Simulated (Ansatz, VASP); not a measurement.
# Cross-check of TaN between VASP and Ansatz

Wanted: the spread between two codes on one cell, functional and k mesh.

Calculated with Ansatz 0.2.0; plane waves, with VASP 6.6.1 beside it; single point at LDA.

**1. The starting structure**

The structure is cubic, space group Fm-3m (No. 225). The conventional cell has a = 4.423 Å, b = 4.423 Å, c = 4.423 Å, α = 90.00°, β = 90.00°, γ = 90.00°. Nearest to Ta lie 6 N at 2.21 Å. Nearest to N lie 6 Ta at 2.21 Å. Farther neighbours and most contacts between anions are not listed.

Structure file:

```cif
data_structure
_symmetry_space_group_name_H-M 'P 1'
_symmetry_Int_Tables_number 1
_cell_length_a 3.1273
_cell_length_b 3.1273
_cell_length_c 3.1273
_cell_angle_alpha 60.000
_cell_angle_beta 60.000
_cell_angle_gamma 60.000
_cell_volume 21.63
loop_
_atom_site_label
_atom_site_type_symbol
_atom_site_fract_x
_atom_site_fract_y
_atom_site_fract_z
_atom_site_occupancy
Ta1 Ta 0.50000 0.50000 0.50000 1
N2 N 0.00000 0.00000 0.00000 1
```

**2. VASP: single point, LDA**

With cell and atoms fixed, the geometry can't cause a difference; cores, projectors, grids and the points listed under the comparison can.

Lines of VASP's logs that name or quote its potential files are left out, and so is its time.

INCAR reads:

```
SYSTEM = TaN
PREC = Accurate
ENCUT = 520
EDIFF = 1E-06
NELM = 100
ISMEAR = 1
SIGMA = 0.01
LREAL = .FALSE.
ALGO = Normal
GGA = CA
NBANDS = 14
LORBIT = 11
LWAVE = .FALSE.
LCHARG = .FALSE.
KPAR = 2
ISIF = 2
```

POSCAR reads:

```
TaN
1.0
    0.0000000000      2.2113230000      2.2113230000
    2.2113230000      0.0000000000      2.2113230000
    2.2113230000      2.2113230000      0.0000000000
Ta N
1 1
Direct
    0.5000000000      0.5000000000      0.5000000000
    0.0000000000      0.0000000000      0.0000000000
```

KPOINTS reads:

```
Automatic mesh
0
Gamma
8 8 8
0 0 0
```

Potentials, in the order of the species: Ta_pv and N (PBE family, release 64).

Run with:

```console
$ mpirun -np 2 vasp_std
```

Numbers of over 12 decimals in the logs are rounded to 6 here.

Log:

```text
[banner, memory and clock lines left out]
running    2 mpi-ranks, on    1 nodes
 distrk:  each k-point on    1 cores,    2 groups
 distr:  one band on    1 cores,    1 groups

 POSCAR found type information on POSCAR TaN
 POSCAR found :  2 types and       2 ions
|                                                                             |
|               ----> ADVICE to this user running VASP <----                  |
|                                                                             |
|     You enforced a specific xc type in the INCAR file but a different       |
|     [... a line on the potential file left out ...]
|     I HOPE YOU KNOW WHAT YOU ARE DOING!                                     |
|                                                                             |

 LDA part: xc-table for (Slater(with rela. corr.)+CA(PZ))
 , standard interpolation
 POSCAR, INCAR and KPOINTS ok, starting setup
 FFT: planning ... GRIDC
 FFT: planning ... GRID_SOFT
 FFT: planning ... GRID
 WAVECAR not read
 entering main loop
       N       E                     dE             d eps       ncg     rms          rms(c)
DAV:   1     0.879110857653E+02    0.87911E+02   -0.87623E+03   820   0.120E+03
DAV:   2    -0.241075071622E+02   -0.11202E+03   -0.10498E+03  1016   0.315E+02
DAV:   3    -0.269841478412E+02   -0.28766E+01   -0.28403E+01   908   0.470E+01
DAV:   4    -0.269979585581E+02   -0.13811E-01   -0.13807E-01   956   0.341E+00
DAV:   5    -0.269980596233E+02   -0.10107E-03   -0.10106E-03   926   0.259E-01    0.237E+01
DAV:   6    -0.242582362765E+02    0.27398E+01   -0.65980E+00   914   0.277E+01    0.988E+00
DAV:   7    -0.241337121646E+02    0.12452E+00   -0.41796E-01  1028   0.611E+00    0.685E+00
DAV:   8    -0.240943573357E+02    0.39355E-01   -0.17317E-01   974   0.369E+00    0.142E+00
DAV:   9    -0.240890777951E+02    0.52795E-02   -0.16874E-02   914   0.111E+00    0.375E-01
DAV:  10    -0.240888640360E+02    0.21376E-03   -0.72987E-04  1076   0.323E-01    0.116E-01
DAV:  11    -0.240888123513E+02    0.51685E-04   -0.76280E-05   974   0.914E-02    0.153E-02
DAV:  12    -0.240888128698E+02   -0.51857E-06   -0.43089E-06   950   0.174E-02
   1 F= -.24088813E+02 E0= -.24088789E+02  d E =-.715123E-04
```

OUTCAR, selected parts (step 2):

```text
ion  position               nearest neighbor table
   1  0.500  0.500  0.500-   2 2.21   2 2.21   2 2.21   2 2.21   2 2.21   2 2.21
   2  0.000  0.000  0.000-   1 2.21   1 2.21   1 2.21   1 2.21   1 2.21   1 2.21

  LATTYP: Found a face centered cubic cell.
 ALAT       =     4.4226460000

 Subroutine GETGRP returns: Found 48 space group operations
 (whereof 48 operations were pure point group operations)

The static configuration has the point symmetry O_h .

 Found     29 irreducible k-points:

   k-points           NKPTS =     29   k-points in BZ     NKDIM =     29   number of bands    NBANDS=     14

   dimension x,y,z NGX =    24 NGY =   24 NGZ =   24
   dimension x,y,z NGXF=    48 NGYF=   48 NGZF=   48

   ENCUT  =  520.0 eV  38.22 Ry    6.18 a.u.   5.81  5.81  5.81*2*pi/ulx,y,z

   NELECT =      16.0000    total number of electrons

 k-points in reciprocal lattice and weights: Automatic mesh
   0.00000000  0.00000000  0.00000000       0.002
   0.12500000  0.00000000  0.00000000       0.016
   0.25000000  0.00000000  0.00000000       0.016
   0.37500000  0.00000000  0.00000000       0.016
   0.50000000  0.00000000  0.00000000       0.008
   0.12500000  0.12500000  0.00000000       0.012
   0.25000000  0.12500000  0.00000000       0.047
   0.37500000  0.12500000  0.00000000       0.047
   0.50000000  0.12500000  0.00000000       0.047
[...]
-0.37500000  0.50000000  0.12500000       0.023
  -0.25000000  0.50000000  0.25000000       0.012

 average (electrostatic) potential at core
       1 -34.8243       2 -61.3673

 E-fermi :   8.9959

 k-point     1 :       0.0000    0.0000    0.0000
  band No.  band energies     occupation
    ...
      6       5.2890      2.00000
      7       5.2890      2.00000
      8       6.9168      2.00000
      9       6.9168      2.00000
     10       6.9168      2.00000
     11       9.0022      0.13663
     12       9.0022      0.13663
     13      10.5809      0.00000
     14      18.5079      0.00000

 k-point     2 :       0.1250    0.0000    0.0000
  band No.  band energies     occupation
    ...
      6       4.2402      2.00000
      7       4.2402      2.00000
      8       7.4335      2.00000
      9       7.4335      2.00000
     10       7.4886      2.00000
     11      10.3422      0.00000
     12      10.3422      0.00000
     13      11.5875      0.00000
     14      19.5911      0.00000

 k-point     3 :       0.2500    0.0000    0.0000
  band No.  band energies     occupation
    ...
      6       2.8271      2.00000
      7       2.8271      2.00000
      8       8.2655      2.00000
      9       8.5994      2.00000
     10       8.5994      2.00000
     11      12.8095      0.00000
     12      12.8095      0.00000
     13      13.3590      0.00000
     14      20.9976      0.00000

  Total       -1.9772782     -1.9772782     -1.9772782      0.0000000      0.0000000      0.0000000
  in kB     -146.4845516   -146.4845516   -146.4845516      0.0000000      0.0000000      0.0000000
  external PRESSURE =    -146.4845516 kB  Pullay stress =       0.0000000 kB

  energy-cutoff  :      520.00
  volume of cell :       21.63
      direct lattice vectors                 reciprocal lattice vectors
     0.000000000  2.211323000  2.211323000    -0.226108985  0.226108985  0.226108985
     2.211323000  0.000000000  2.211323000     0.226108985 -0.226108985  0.226108985
     2.211323000  2.211323000  0.000000000     0.226108985  0.226108985 -0.226108985

 POSITION                                       TOTAL-FORCE (eV/Angst)
 -----------------------------------------------------------------------------------
      2.21132      2.21132      2.21132         0.000000      0.000000      0.000000
      0.00000      0.00000      0.00000        -0.000000     -0.000000     -0.000000
 -----------------------------------------------------------------------------------
    total drift:                                0.000000     -0.000000     -0.000000

  FREE ENERGIE OF THE ION-ELECTRON SYSTEM (eV)
  ---------------------------------------------------
  free  energy   TOTEN  =       -24.0888128698 eV

  energy  without entropy=      -24.0887413575  energy(sigma->0) =      -24.08878903

 total charge
# of ion       s       p       d       tot
------------------------------------------
    1        0.265   6.212   2.454   8.930
    2        1.209   2.523   0.000   3.732
--------------------------------------------------
tot          1.474   8.735   2.454  12.663

[... 3 further parts left out ...]
```

The run ends at a pressure of -14.65 GPa.

**3. Ansatz: single point, LDA**

Ansatz runs on its default PAW (the set named soft_2) files.

The same cell, functional (in two slightly different forms), mesh and smearing now go to Ansatz, which takes its cutoff from its data sets.

input.yaml reads:

```yaml
crystal:
  lattice:
    - [0.0, 2.211323, 2.211323]
    - [2.211323, 0.0, 2.211323]
    - [2.211323, 2.211323, 0.0]
  atoms:
    - { symbol: Ta, position: [0.5, 0.5, 0.5] }
    - { symbol: "N", position: [0.0, 0.0, 0.0] }
hamiltonian:
  xc: lda
  pseudopotentials: { kind: paw }
kpoints:
  mp_grid: { grid: [8, 8, 8] }
scf:
  occupations: { method: methfessel_paxton, width: 0.01 }
  n_extra_bands: 4
output:
  forces: true
  stress: true
  eigenvalues: true
```

Run with:

```console
$ ansatz run input.yaml --threads 2 --pin off --max-ram 4608MiB --backend cpu --events-out ev --progress --plain --runs-dir out
```

Log:

```text
scf.n_extra_bands = 4 over 9 filled bands (N_el = 18.0): the run solves 13 bands
Engine: ansatz 0.2.0, x86_64-unknown-linux-gnu
Pseudopotentials: kind: paw
Pseudopotential: Ta, paw, valence charge 13, recommended cutoff 420 eV (normal), Ta.paw.azcp
Pseudopotential: N, paw, valence charge 5, recommended cutoff 420 eV (normal), N.paw.azcp
Functional definition: SPW92
  exchange = slater_x
  correlation = pw_c
Crystal: 2 atoms, lattice volume = 21.627 Å³
Basis set: ecut = 420 eV, 411 PW (Γ)
Bands: 13, of which v1, the nominal top of the filled ones, is band 9 counted from 1 (8 counted from 0)
Symmetry: 48 space group operations
Space group: Fm-3m (ITA 225), of the structure as read, at distance tolerance 2.8e-5 Å
k-points: 29 of 512
Non-local potential: Ta, projectors of the file, l = 0: 3, l = 1: 2, l = 2: 2, l = 3: 1
Non-local potential: N, projectors of the file, l = 0: 2, l = 1: 2, l = 2: 1
PAW form: soft (Blöchl's): semilocal exchange-correlation on the pseudo side does not see the compensation charge
PAW frozen core: Ta, regenerated for the run's functional, and the local potential with it (the file was generated under x = pbe(κ = 0.804, μ = 0.219515), c = pbe(β = 0.066725))
PAW frozen core: N, regenerated for the run's functional, and the local potential with it (the file was generated under x = pbe(κ = 0.804, μ = 0.219515), c = pbe(β = 0.066725))
PAW one-centre angular grid: Ta, 590 points (default); XC on 64 Gauss nodes
PAW one-centre angular grid: N, 110 points (default); XC on 64 Gauss nodes
Initial density: superposition of atomic densities (neutral atoms: chi_scale 0, normalization atom), corrected by the library's trained network
Initial wavefunctions: pseudopotential atomic-orbital guess
Functional: x = slater, c = lda
SCF iter   1: F=—  HF=-10058.627780 eV  |F-HF|=—  |Δ(HF+E_count)|=         —  Δρ=1.11e-2  dr2=3.10e-2  ethr=1.77e-3  ⟨swp⟩=6.0  Hψ=1969  notcnv=0
preconditioner: auto → none  [insulator: Δε(μ)=0.198 eV  Ē_g=10.736 eV  σ=0.010 eV  W_gap=0.75  n_scr=8 (ndim 8)  ℏωp=25.3 eV  f_vac=0.000  D(μ)=6.72/eV (n_scr^D=168)  ε∞_Penn≈6.5]
SCF iter   2: F=—  HF=-10058.621605 eV  |F-HF|=—  |Δ(HF+E_count)|=   6.18e-3  S|Δr|=    0.00e0  Δρ=3.50e-3  dr2=2.64e-3  ethr=1.72e-4  ⟨swp⟩=1.9  Hψ=678  notcnv=0  defer=6
SCF iter   3: F=—  HF=-10058.621007 eV  |F-HF|=—  |Δ(HF+E_count)|=   5.97e-4  S|Δr|=    0.00e0  Δρ=7.85e-4  dr2=8.20e-5  ethr=1.46e-5  ⟨swp⟩=2.2  Hψ=586  notcnv=0  defer=6
SCF iter   4: F=—  HF=-10058.620989 eV  |F-HF|=—  |Δ(HF+E_count)|=   1.85e-5  S|Δr|=    0.00e0  Δρ=5.43e-5  dr2=2.29e-7  ethr=4.56e-7  ⟨swp⟩=2.1  Hψ=450  notcnv=0  defer=6
SCF iter   5: F=-10058.620989 eV  HF=-10058.620989 eV  |F-HF|=6.53e-10  |Δ(HF+E_count)|=   6.83e-8  S|Δr|=    0.00e0  Δρ=8.41e-6  dr2=3.49e-9  ethr=5.56e-10  ⟨swp⟩=6.3  Hψ=1674  notcnv=0
SCF 1 converged in 5 iterations: F = -10058.620989 eV  dr2 = 3.49e-9
  greatest PAW one-centre occupation: 1.000 electrons in one spin orbital (limit 2), on the Ta atom at site 0 (counted from 0), in its partial waves of l = 0
SCF converged after 5 iterations
Stability not checked: this state was not tested for a lower state beside it, because cold or Methfessel-Paxton smearing, or corrected tetrahedra, fill the levels in a way that the test cannot read (fill_not_monotonic; see scf.lower_state_search)
Free energy (F): -10058.620989 eV
Harris-Foulkes:  -10058.620989 eV  (|F-HF|=6.53e-10)
Internal energy: -10058.620922 eV  (E = F + TS)
E sigma→0 (E₀):  -10058.620972 eV
Entropy (-TS):   -0.000067 eV (-0.034 meV/atom)
Fermi energy:    20.913802 eV
--- Per-component energies (eV) ---
  E_band       = -56.219435
  E_kinetic    = 499.508889
  E_local      = -601.457525  (includes V_loc(G=0)·N_el)
  E_nonlocal   = 66.731562
  E_hartree    = 199.549355
  E_xc         = -277.459613
  E_vxc        = -281.572412  (∫ρ·V_xc dr)
  E_paw        = -8267.212568  (= ΣΔE_a)
  E_vpaw       = -138.528575  (= ΣTr[D̂ρ^β])
  E_aug_tail   = 0.000149  (compensation charges beyond the density's cutoff)
  E_ewald      = -1678.620117
  E_core_change = 0.338947  (= ΣΔE_core)
  E_smearing   = -0.000067  (= −TS)
  E_closure    = -0.000000  (closes the sum)
  Σ components = -10058.620989   (vs F -10058.620989, Δ=0.00e0)
--- Forces (eV/Å), atoms counted from 1 ---
  atom   1  Ta     0.00000000    -0.00000000     0.00000000
  atom   2  N     -0.00000000     0.00000000     0.00000000
  max |Σ_I F_I| component: 2.43e-29 eV/Å
--- Stress (GPa, compression-positive) ---
      -16.918610      -0.000000      -0.000000
       -0.000000     -16.918610       0.000000
       -0.000000       0.000000     -16.918610
  P = ⅓ Tr σ = -16.9186 GPa (-169.186 kbar)
--- Band table (eV; the first three rows and the last of 29) ---
  k-point 0: bands = [... 5 lower, 17.2006, 17.2006, 17.2006, 18.8517, 18.8517, 18.8517, 20.9371, 20.9371]
  k-point 1: bands = [... 5 lower, 15.6744, 16.1610, 16.1610, 19.3660, 19.3660, 19.4143, 22.2634, 22.2634]
  k-point 2: bands = [... 5 lower, 13.4140, 14.7517, 14.7517, 20.1833, 20.5274, 20.5274, 24.7166, 24.7166]
  k-point 28: bands = [... 5 lower, 13.5957, 14.2625, 14.2625, 20.7476, 20.7476, 24.3843, 24.8767, 25.2737]
```

Run time: 0.36 s. Hardware: 2 threads of Intel Xeon 6975P-C (Granite Rapids), shared host; peak memory 0.32 GiB; 0.56 s of CPU time.

The column dr2 measures how far the density is from self-consistency, as an energy; F and HF (Harris–Foulkes) agree once it is small.

The run ends at a pressure of -16.92 GPa.

**4. Comparison**

Known differences besides the potentials themselves: the two LDA forms differ slightly; the data sets hold 18 valence electrons in Ansatz (default PAW (the set named soft_2) files) and 16 in VASP; the cutoff is 420 eV in Ansatz and 520 eV in VASP; Ansatz makes its cores anew for this functional, VASP keeps those of its PBE data sets; VASP's log shows a relativistic correction to its local exchange, Ansatz's none. Total energies have different zeros and are not compared.

Both answers:

| quantity | Ansatz | VASP | difference |
| --- | --- | --- | --- |
| pressure (GPa) | -16.92 | -14.65 | -2.27 |
| pressure without Ansatz's Pulay correction (GPa) | -17.54 | -14.65 | -2.89 |

Ansatz's pressure holds a Pulay correction of 0.62 GPa; VASP's holds none.

**5. Other set-ups**

Further runs change the set-up of one program: Ansatz's method, potentials or start, or VASP's data sets, cutoff or form of LDA. The table gives Ansatz less VASP for each quantity, since a change that brings one quantity closer may part another.

| run | pressure (GPa) | pressure without Ansatz's Pulay correction (GPa) |
| --- | --- | --- |
| as above | -2.3 | -2.9 |
| cores kept as stored | -2.4 | -3.0 |
| Ansatz's larger PAW set (cutoff 900 eV) | -2.1 | -2.3 |
| norm-conserving potentials (cutoff 1143 eV) | -4.6 |  |

**6. Summary of results**

```json
{
 "difference in pressure (single point, LDA)": "-2.3 GPa"
}
```

In words: The difference in pressure is -2.3 GPa (single point, LDA), beyond the 1 GPa picked in this series as the mark of a large difference. Single point, LDA, norm-conserving potentials (cutoff 1143 eV): the difference in pressure goes from -2.3 to -4.6 GPa. Such differences can come from data sets, numerical settings and the points named under the comparisons, not from the functional's error against experiment.

[Lines on the potential files, build, host, timing and source positions are cut from VASP's logs without a mark.]

[Logs are printed without paths, hosts, clocks, repeated set-up lines and the standing remarks that a program may print on its own settings, such as how far it seeks lower states.]

[Hosts, paths, dates, database ids (printed as entryN), source tags and the programs' standing remarks are cut or masked in the printed files.]
